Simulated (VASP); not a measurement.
# LiLa2VO6 (Fm-3m) in VASP: further runs

Runs on LiLa2VO6. Level: LDA. Tasks: relaxation of cell and atoms.

Everything below comes from runs of VASP 6.6.1. Logs are shortened: lines on timing, memory, paths and dates and some standing lists are left out, and cuts for length are marked.

## Step 1: Starting point

It takes space group Fm-3m (No. 225, cubic). Conventional cell: a = 7.729 Å, b = 7.729 Å, c = 7.729 Å, α = 90.00°, β = 90.00°, γ = 90.00°. Around Li (site symmetry m-3m) lie 6 O at 1.99 Å. Around La (site symmetry -43m) lie 12 O at 2.73 Å. V (site symmetry m-3m) is surrounded by 6 O at 1.88 Å. O (site symmetry 4mm) is surrounded by 1 V at 1.88 Å and 1 Li at 1.99 Å.

The cell is a database's computed one.

## Step 2: Relaxation of cell and atoms, LDA

INCAR

```
ALGO = Normal ; EDIFF = 1E-6
EDIFFG = -0.01 ; ENCUT = 600
GGA = CA ; IBRION = 2
ISIF = 3 ; ISMEAR = 0
KPAR = 2 ; LASPH = True
LCHARG = False ; LREAL = False
LWAVE = False ; NELM = 80
NSW = 90 ; PREC = Accurate
SIGMA = 0.03
```

KPOINTS

```
k-points
0
Gamma
  6 6 6
```

POSCAR

```
LiLa2VO6
1.0
    0.0000000000      3.8646480000      3.8646480000
    3.8646480000      0.0000000000      3.8646480000
    3.8646480000      3.8646480000      0.0000000000
Li La V O
1 2 1 6
Direct
    0.5000000000      0.5000000000      0.5000000000
    0.2500000000      0.2500000000      0.2500000000
    0.7500000000      0.7500000000      0.7500000000
    0.0000000000      0.0000000000      0.0000000000
    0.7569030000      0.2430970000      0.2430970000
    0.2430970000      0.7569030000      0.7569030000
    0.2430970000      0.7569030000      0.2430970000
    0.7569030000      0.2430970000      0.7569030000
    0.2430970000      0.2430970000      0.7569030000
    0.7569030000      0.7569030000      0.2430970000
```

Potentials or basis: VASP PAW LDA potentials, release 64 (Li_sv, La, V_sv, O).

On the command line:

```console
> cat potpaw_LDA.64/Li_sv/POTCAR potpaw_LDA.64/La/POTCAR potpaw_LDA.64/V_sv/POTCAR potpaw_LDA.64/O/POTCAR > POTCAR
> mpirun -np 2 vasp_std > vasp.out
```

OUTCAR:

```text
EDIFF = 1E-6
   EDIFFG = -0.01
   ENCUT = 600
   GGA = CA
   IBRION = 2
   ISIF = 3
   ISMEAR = 0
   LASPH = True
   LREAL = False
   NELM = 80
   NSW = 90
   PREC = Accurate

 ion  position               nearest neighbor table
   1  0.500  0.500  0.500-   5 1.99   6 1.99   7 1.99   8 1.99   9 1.99  10 1.99
   2  0.250  0.250  0.250-   5 2.73   8 2.73  10 2.73   6 2.73   7 2.73  10 2.73   6 2.73   8 2.73
                             9 2.73   5 2.73   7 2.73   9 2.73
   3  0.750  0.750  0.750-   6 2.73   8 2.73  10 2.73   5 2.73   7 2.73  10 2.73   5 2.73   8 2.73
                             9 2.73   6 2.73   7 2.73   9 2.73
   4  0.000  0.000  0.000-   5 1.88   6 1.88   7 1.88   8 1.88   9 1.88  10 1.88
   5  0.757  0.243  0.243-   4 1.88   1 1.99   3 2.73   2 2.73   3 2.73   2 2.73
   6  0.243  0.757  0.757-   4 1.88   1 1.99   3 2.73   3 2.73   2 2.73   2 2.73
   7  0.243  0.757  0.243-   4 1.88   1 1.99   3 2.73   2 2.73   3 2.73   2 2.73
   8  0.757  0.243  0.757-   4 1.88   1 1.99   3 2.73   3 2.73   2 2.73   2 2.73
   9  0.243  0.243  0.757-   4 1.88   1 1.99   3 2.73   2 2.73   3 2.73   2 2.73
  10  0.757  0.757  0.243-   4 1.88   1 1.99   3 2.73   3 2.73   2 2.73   2 2.73

  LATTYP: Found a face centered cubic cell.
 ALAT       =     7.7292960000

  Lattice vectors:

 A1 = (   0.0000000000,   3.8646480000,   3.8646480000)
 A2 = (   3.8646480000,   0.0000000000,   3.8646480000)
 A3 = (   3.8646480000,   3.8646480000,   0.0000000000)

Analysis of symmetry for initial positions (statically):
=====================================================================
 Subroutine PRICEL returns:
 Original cell was already a primitive cell.

 Routine SETGRP: Setting up the symmetry group for a
 face centered cubic supercell.

 Subroutine GETGRP returns: Found 48 space group operations
 (whereof 48 operations were pure point group operations)
 out of a pool of 48 trial point group operations.

The static configuration has the point symmetry O_h .

Analysis of symmetry for dynamics (positions and initial velocities):
=====================================================================
 Subroutine PRICEL returns:
 Original cell was already a primitive cell.

 Routine SETGRP: Setting up the symmetry group for a
 face centered cubic supercell.

 Subroutine GETGRP returns: Found 48 space group operations
 (whereof 48 operations were pure point group operations)
 out of a pool of 48 trial point group operations.

The dynamic configuration has the point symmetry O_h .

 Subroutine INISYM returns: Found 48 space group operations
 (whereof 48 operations are pure point group operations),
 and found     1 'primitive' translations

----------------------------------------------------------------------------------------

                                     Primitive cell

  volume of cell :     115.4409

  direct lattice vectors                    reciprocal lattice vectors
     0.000000000  3.864648000  3.864648000    -0.129377889  0.129377889  0.129377889
     3.864648000  0.000000000  3.864648000     0.129377889 -0.129377889  0.129377889
     3.864648000  3.864648000  0.000000000     0.129377889  0.129377889 -0.129377889

  length of vectors
     5.465437615  5.465437615  5.465437615     0.224089077  0.224089077  0.224089077

  position of ions in fractional coordinates (direct lattice)
     0.500000000  0.500000000  0.500000000
     0.250000000  0.250000000  0.250000000
     0.750000000  0.750000000  0.750000000
     0.000000000  0.000000000  0.000000000
     0.756903000  0.243097000  0.243097000
     0.243097000  0.756903000  0.756903000
     0.243097000  0.756903000  0.243097000
     0.756903000  0.243097000  0.756903000
     0.243097000  0.243097000  0.756903000
     0.756903000  0.756903000  0.243097000

  ion indices of the primitive-cell ions
   primitive index   ion index
                 1           1
                 2           2
                 3           3
                 4           4
                 5           5
                 6           6
                 7           7
                 8           8
                 9           9
                10          10

----------------------------------------------------------------------------------------

 KPOINTS: k-points

Automatic generation of k-mesh.
 Grid dimensions read from file:
 generate k-points for:    6    6    6

 Generating k-lattice:

  Cartesian coordinates                     Fractional coordinates (reciprocal lattice)
    -0.021562982  0.021562982  0.021562982     0.166666667  0.000000000  0.000000000
     0.021562982 -0.021562982  0.021562982     0.000000000  0.166666667  0.000000000
     0.021562982  0.021562982 -0.021562982     0.000000000  0.000000000  0.166666667

  Length of vectors
     0.037348180  0.037348180  0.037348180

  Shift w.r.t. Gamma in fractional coordinates (k-lattice)
     0.000000000  0.000000000  0.000000000

 Subroutine IBZKPT returns following result:
 ===========================================

 Found     16 irreducible k-points:

 Following reciprocal coordinates:
            Coordinates               Weight
  0.000000  0.000000  0.000000      1.000000
  0.166667  0.000000  0.000000      8.000000
  0.333333  0.000000  0.000000      8.000000
  0.500000  0.000000  0.000000      4.000000
  0.166667  0.166667  0.000000      6.000000
  0.333333  0.166667  0.000000     24.000000
[... 8 lines left out ...]
 -0.333333  0.333333  0.166667     24.000000
 -0.333333  0.500000  0.166667     12.000000
   k-points           NKPTS =     16   k-points in BZ     NKDIM =     16   number of bands    NBANDS=     44
   number of dos      NEDOS =    301   number of ions     NIONS =     10
   total plane-waves  NPLWV = 110592
   dimension x,y,z NGX =    48 NGY =   48 NGZ =   48
   dimension x,y,z NGXF=    96 NGYF=   96 NGZF=   96
   ions per type =               1   2   1   6
   NGX,Y,Z   is equivalent  to a cutoff of  14.60, 14.60, 14.60 a.u.
   NGXF,Y,Z  is equivalent  to a cutoff of  29.20, 29.20, 29.20 a.u.
 SYSTEM =  unknown system
   PREC   = accura    normal or accurate (medium, high low for compatibility)
   ISTART =      0    job   : 0-new  1-cont  2-samecut
   ICHARG =      2    charge: 1-file 2-atom 10-const
   ISPIN  =      1    spin polarized calculation?
   LNONCOLLINEAR =      F non collinear calculations
   LSORBIT =      F    spin-orbit coupling
   LASPH  =      T    aspherical Exc in radial PAW
   ENCUT  =  600.0 eV  44.10 Ry    6.64 a.u.  10.92 10.92 10.92*2*pi/ulx,y,z
   NELM   =     80;   NELMIN=  2; NELMDL= -5     # of ELM steps
   EDIFF  = 0.1E-05   stopping-criterion for ELM
   LREAL  =      F    real-space projection
   EDIFFG = -.1E-01   stopping-criterion for IOM
   NSW    =     90    number of steps for IOM
   IBRION =      2    ionic relax: 0-MD 1-quasi-New 2-CG
   NFREE  =      1    steps in history (QN), initial steepest desc. (CG)
   ISIF   =      3    stress and relaxation
   ISYM   =      2    0-nonsym 1-usesym 2-fastsym
   POTIM  = 0.5000    time-step for ionic-motion
   TEBEG  =    0.0;   TEEND  =   0.0 temperature during run
   PSTRESS=    0.0 pullay stress
   NELECT =      74.0000    total number of electrons
   NUPDOWN=      -1.0000    fix difference up-down
   EMIN   =  10.00;   EMAX   =-10.00  energy-range for DOS
   EFERMI =   0.00;   METHOD = LEGACY
   ISMEAR =     0;   SIGMA  =   0.03  broadening in eV -4-tet -1-fermi 0-gaus
   EFERMI_NEDOS =   21; number of points for ismear=-14 and -15
   IALGO  =     38    algorithm
   IMIX   =      4    mixing-type and parameters
     AMIX     =   0.40;   BMIX     =  1.00
     AMIX_MAG =   1.60;   BMIX_MAG =  1.00
  volume/ion in A,a.u.               =      11.54        77.90
  Fermi-wavevector in a.u.,A,eV,Ry     =   1.411558  2.667458 27.109562  1.992497
  Thomas-Fermi vector in A             =   2.533397
   LORBIT       =      0    0 simple, 1 ext, 2 COOP (PROOUT), +10 PAW based schemes
   GGA     = CA    functional components
   LHFCALC =     F    Hartree Fock is set to
   AEXX    =    0.0000 exact exchange contribution
   IVDW    =     0    specifies the selected vdW correction
   LEPSILON=     F    determine dielectric tensor
   LRPA    =     F    only Hartree local field effects (RPA)
 conjugate gradient relaxation of ions
 non-spin polarized calculation
 Gauss-broadening in eV      SIGMA  =   0.03
  energy-cutoff  :      600.00
  volume of cell :      115.44
 maximum number of plane-waves:      3892
 NGX is ok and might be reduce to    48
   NGX = 21   NGY = 21   NGZ = 21

--------------------------------------- Ionic step        1  -------------------------------------------

 number of electron      74.0000004 magnetization

 Free energy of the ion-electron system (eV)
  ---------------------------------------------------
  ext. energy  EPLUGINS =         0.00000000
  ---------------------------------------------------
  free energy    TOTEN  =       -87.40105340 eV

  energy without entropy =      -87.40105340  energy(sigma->0) =      -87.40105340

------------------------ aborting loop because EDIFF is reached ----------------------------------------

  FORCE on cell =-STRESS in cart. coord.  units (eV):
  Direction    XX          YY          ZZ          XY          YZ          ZX
  --------------------------------------------------------------------------------------
  -------------------------------------------------------------------------------------
  Total       -9.7100711     -9.7100711     -9.7100711      0.0000000      0.0000000     -0.0000000
  in kB     -134.7637744   -134.7637744   -134.7637744      0.0000000      0.0000000     -0.0000000
  external PRESSURE =    -134.7637744 kB  Pullay stress =       0.0000000 kB
[... 205 lines left out ...]
  energy  without entropy=      -87.7859629849  energy(sigma->0) =      -87.78596298

--------------------------------------- Ionic step        6  -------------------------------------------

 number of electron      74.0000005 magnetization

 Free energy of the ion-electron system (eV)
  ---------------------------------------------------
  ext. energy  EPLUGINS =         0.00000000
  ---------------------------------------------------
  free energy    TOTEN  =       -87.78653826 eV

  energy without entropy =      -87.78653826  energy(sigma->0) =      -87.78653826

 E-fermi :   7.6301     XC(G=0): -12.3426

 val. band max:        7.2943377012   @ k =  -0.1667   0.1667   0.0000
 cond. band min:       8.8975322019   @ k =   0.5000   0.5000   0.0000
 fundamental gap:      1.6031945007
 Fermi energy:         7.6300566596

 k-point     1 :       0.0000    0.0000    0.0000
  band No.  band energies     occupation
      1     -56.5899      2.00000
      2     -33.4895      2.00000
      3     -30.9213      2.00000
      4     -30.9213      2.00000
      5     -30.9213      2.00000
      6     -23.0857      2.00000
[... 778 lines left out ...]
  FREE ENERGIE OF THE ION-ELECTRON SYSTEM (eV)
  ---------------------------------------------------
  free  energy   TOTEN  =       -87.7865382578 eV

  energy  without entropy=      -87.7865382578  energy(sigma->0) =      -87.78653826

 reached required accuracy - stopping structural energy minimisation
```

It took 6.4 min on 2 MPI ranks of Intel Xeon Platinum 8259CL at 2.50GHz (Skylake/Cascade Lake), shared host; peak memory 0.35 GiB.

Results:

```yaml
Free_energy: -87.7865 eV
Relaxed_volume: 10.66 Å³/atom
Relaxed_cell: a = 5.322 Å, b = 5.322 Å, c = 5.322 Å, α = 60.00°, β = 60.00°, γ = 60.00°
Space_group_after_relaxing_to_0.05_Å: Fm-3m (No. 225)
Energy_gained_by_relaxing: 38.5 meV/atom
Ionic_steps: 6
Pressure_after_relaxing: 0.0 GPa
Band_gap_on_the_k_mesh: 1.60 eV, indirect (least direct gap 1.80 eV)
```

The path:
```csv
step,energy change (eV),largest force (eV/Å),pressure (GPa),volume (Å³)
1,0.0000,0.6100,-13.48,115.44
2,0.2705,2.5179,20.92,99.97
3,-0.3476,0.5268,-1.29,108.37
4,-0.3477,0.5537,-0.98,108.23
5,-0.3849,0.0671,0.11,106.40
6,-0.3855,0.0000,-0.02,106.60
```

Final structure:
```
Li La V O
1.0
     0.00000    3.76333    3.76333
     3.76333    0.00000    3.76333
     3.76333    3.76333    0.00000
Li La V O
1 2 1 6
Direct
  0.50000 0.50000 0.50000
  0.25000 0.25000 0.25000
  0.75000 0.75000 0.75000
  0.00000 0.00000 0.00000
  0.75593 0.24407 0.24407
  0.24407 0.75593 0.75593
  0.24407 0.75593 0.24407
  0.75593 0.24407 0.75593
  0.24407 0.24407 0.75593
  0.75593 0.75593 0.24407
```

Levels at points of the mesh, in eV from the valence-band top:
```csv
k point,band 33,band 34,band 35,band 36,band 37,band 38,band 39,band 40,band 41,band 42
"(0.00, 0.00, 0.00)",-0.19,-0.19,-0.01,-0.01,-0.01,2.01,2.01,2.01,3.32,3.32
"(0.50, 0.00, 0.00)",-0.93,-0.93,-0.83,-0.17,-0.17,2.17,2.17,2.19,4.17,4.17
"(0.50, 0.50, 0.00)",-1.38,-1.38,-0.70,-0.70,-0.20,1.60,2.63,2.63,4.02,4.10
```

Caveat: the cutoff is under 1.25 times the usual one of these potentials, so pressure, stress and relaxed cells hold a basis-set (Pulay) error; spin-orbit coupling is left out, which moves the levels of the heavy elements. As with any semilocal functional, this LDA gap is likely too small.

## Step 3: Relaxation of cell and atoms, LDA

This run uses another cell than the first one, of 10.66 Å³/atom, 0.923 times its volume.

Changes to INCAR since step 2:

```diff
@@ -1,3 +1,3 @@
-ALGO = Normal ; EDIFF = 1E-6
-EDIFFG = -0.01 ; ENCUT = 600
+ALGO = Normal ; EDIFF = 1E-7
+EDIFFG = -0.005 ; ENCUT = 600
 GGA = CA ; IBRION = 2
```

KPOINTS is that of step 2.

POSCAR

```
LiLa2VO6                                
1.0
   -0.0000000000      3.7633274594      3.7633274594
    3.7633274594     -0.0000000000      3.7633274594
    3.7633274594      3.7633274594      0.0000000000
  Li              La              V               O             
     1     2     1     6
Direct
     0.5000000000000000    0.5000000000000000    0.5000000000000000
     0.2500000000000000    0.2500000000000000    0.2500000000000000
     0.7500000000000000    0.7500000000000000    0.7500000000000000
     0.0000000000000000    0.0000000000000000    0.0000000000000000
     0.7559317867103713    0.2440682132896288    0.2440682132896288
     0.2440682132896288    0.7559317867103713    0.7559317867103713
     0.2440682132896288    0.7559317867103713    0.2440682132896288
     0.7559317867103713    0.2440682132896288    0.7559317867103713
     0.2440682132896288    0.2440682132896288    0.7559317867103713
     0.7559317867103713    0.7559317867103713    0.2440682132896288
```

Potentials or basis: VASP PAW LDA potentials, release 64 (Li_sv, La, V_sv, O).

On the command line:

```console
> cat potpaw_LDA.64/Li_sv/POTCAR potpaw_LDA.64/La/POTCAR potpaw_LDA.64/V_sv/POTCAR potpaw_LDA.64/O/POTCAR > POTCAR
> mpirun -np 2 vasp_std > vasp.out
```

Run time: 3.3 min. Hardware: 2 MPI ranks of Intel Xeon Platinum 8259CL at 2.50GHz (Skylake/Cascade Lake), shared host; peak memory 0.32 GiB.

Results (log left out):

* Free energy: -87.7596 eV
* Relaxed volume: 10.66 Å³/atom
* Relaxed cell: a = 5.323 Å, b = 5.323 Å, c = 5.323 Å, α = 60.00°, β = 60.00°, γ = 60.00°
* Space group after relaxing (to 0.05 Å): Fm-3m (No. 225)
* Energy gained by relaxing: 0.0 meV/atom
* Ionic steps: 4
* Pressure after relaxing: 0.0 GPa
* Largest force after relaxing: 0.005 eV/Å
* Band gap on the k mesh: 1.60 eV, indirect (least direct gap 1.80 eV)

Forces on the atoms (eV/Å):
```
Li   0.000  0.000  0.000
La   0.000  0.000  0.000
La   0.000  0.000  0.000
V    0.000  0.000  0.000
O   -0.005  0.000  0.000
O    0.005  0.000  0.000
O    0.000 -0.005  0.000
O    0.000  0.005  0.000
O    0.000  0.000 -0.005
O    0.000  0.000  0.005
```

Final structure:
```yaml
crystal:
  lattice:
    - [0.00000, 3.76382, 3.76382]
    - [3.76382, 0.00000, 3.76382]
    - [3.76382, 3.76382, 0.00000]
  atoms:
    - { symbol: Li, position: [0.50000, 0.50000, 0.50000] }
    - { symbol: La, position: [0.25000, 0.25000, 0.25000] }
    - { symbol: La, position: [0.75000, 0.75000, 0.75000] }
    - { symbol: V, position: [0.00000, 0.00000, 0.00000] }
    - { symbol: O, position: [0.75593, 0.24407, 0.24407] }
    - { symbol: O, position: [0.24407, 0.75593, 0.75593] }
    - { symbol: O, position: [0.24407, 0.75593, 0.24407] }
    - { symbol: O, position: [0.75593, 0.24407, 0.75593] }
    - { symbol: O, position: [0.24407, 0.24407, 0.75593] }
    - { symbol: O, position: [0.75593, 0.75593, 0.24407] }
```

Levels at points of the mesh, in eV from the valence-band top:
```
           k point  band 35  band 36  band 37  band 38  band 39  band 40
(0.00, 0.00, 0.00)    -0.01    -0.01    -0.01     2.01     2.01     2.01
(0.50, 0.00, 0.00)    -0.83    -0.17    -0.17     2.17     2.17     2.19
(0.50, 0.50, 0.00)    -0.70    -0.70    -0.20     1.60     2.63     2.63
```

Caveat: the cutoff is under 1.25 times the usual one of these potentials, so pressure, stress and relaxed cells hold a basis-set (Pulay) error; spin-orbit coupling is left out, which moves the levels of the heavy elements.
